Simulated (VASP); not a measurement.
A convergence study with VASP on Ti (hcp): a few settings are varied, all else stays as given below, so the limit is that of these other settings.

```yaml
crystal:
  lattice:
    - [1.47500, -2.55477, 0.00000]
    - [1.47500, 2.55477, 0.00000]
    - [0.00000, 0.00000, 4.68000]
  atoms:
    - { symbol: Ti, position: [0.33333, 0.66667, 0.25000] }
    - { symbol: Ti, position: [0.66667, 0.33333, 0.75000] }
```

Method: PBE GGA, VASP's PBE PAW potentials (set 64) (plane waves; VASP). The last row used: 550 eV cut-off, 22×22×12 Γ-centred mesh, second-order Methfessel-Paxton smearing of 0.40 eV, potentials Ti_sv.

| setting | E (eV/atom) | pressure (GPa) | irreducible k-points |
|---|---|---|---|
| ISMEAR = -1, SIGMA = 0.01, 8×8×4 mesh | -7.8420 | -2.00 | 30 |
| ISMEAR = -1, SIGMA = 0.1, 8×8×4 mesh | -7.8389 | -1.75 | 30 |
| ISMEAR = 0, SIGMA = 0.01, 8×8×4 mesh | -7.8419 | -2.04 | 30 |
| ISMEAR = 0, SIGMA = 0.1, 8×8×4 mesh | -7.8424 | -1.96 | 30 |
| ISMEAR = 1, SIGMA = 0.01, 8×8×4 mesh | -7.8419 | -2.07 | 30 |
| ISMEAR = 1, SIGMA = 0.2, 8×8×4 mesh | -7.8423 | -1.97 | 30 |
| ISMEAR = 2, SIGMA = 0.05, 8×8×4 mesh | -7.8420 | -2.00 | 30 |
| ISMEAR = 2, SIGMA = 0.2, 8×8×4 mesh | -7.8428 | -1.96 | 30 |
| ISMEAR = -1, SIGMA = 0.01, 16×16×9 mesh | -7.8345 | -1.82 | 150 |
| ISMEAR = -1, SIGMA = 0.2, 16×16×9 mesh | -7.8247 | -0.83 | 150 |
| ISMEAR = 0, SIGMA = 0.01, 16×16×9 mesh | -7.8345 | -1.83 | 150 |
| ISMEAR = 0, SIGMA = 0.2, 16×16×9 mesh | -7.8339 | -1.69 | 150 |
| ISMEAR = 1, SIGMA = 0.01, 16×16×9 mesh | -7.8344 | -1.83 | 150 |
| ISMEAR = 1, SIGMA = 0.4, 16×16×9 mesh | -7.8339 | -1.91 | 150 |
| ISMEAR = 2, SIGMA = 0.05, 16×16×9 mesh | -7.8345 | -1.82 | 150 |
| ISMEAR = 2, SIGMA = 0.4, 16×16×9 mesh | -7.8337 | -1.83 | 150 |
| ISMEAR = -1, SIGMA = 0.05, 22×22×12 mesh | -7.8342 | -1.75 | 364 |
| ISMEAR = -1, SIGMA = 0.2, 22×22×12 mesh | -7.8247 | -0.83 | 364 |
| ISMEAR = 0, SIGMA = 0.05, 22×22×12 mesh | -7.8343 | -1.78 | 364 |
| ISMEAR = 0, SIGMA = 0.2, 22×22×12 mesh | -7.8338 | -1.69 | 364 |
| ISMEAR = 1, SIGMA = 0.05, 22×22×12 mesh | -7.8342 | -1.78 | 364 |
| ISMEAR = 1, SIGMA = 0.4, 22×22×12 mesh | -7.8339 | -1.91 | 364 |
| ISMEAR = 2, SIGMA = 0.1, 22×22×12 mesh | -7.8343 | [?] | 364 |
| ISMEAR = 2, SIGMA = 0.4, 22×22×12 mesh | -7.8337 | -1.83 | 364 |

Fill in the missing entries.

- ISMEAR = 2, SIGMA = 0.1, 22×22×12 mesh, pressure (GPa): -1.79

VASP warned of too few bands at ISMEAR = -1, SIGMA = 0.2, 16×16×9 mesh; ISMEAR = 1, SIGMA = 0.4, 16×16×9 mesh; ISMEAR = -1, SIGMA = 0.2, 22×22×12 mesh; ISMEAR = 1, SIGMA = 0.4, 22×22×12 mesh.

Left out are rungs that failed or repeat a setting and relaxations that didn't move; long series are thinned to 24 rows.

The compound is Ti in the hcp structure. The cell was not relaxed at this level.
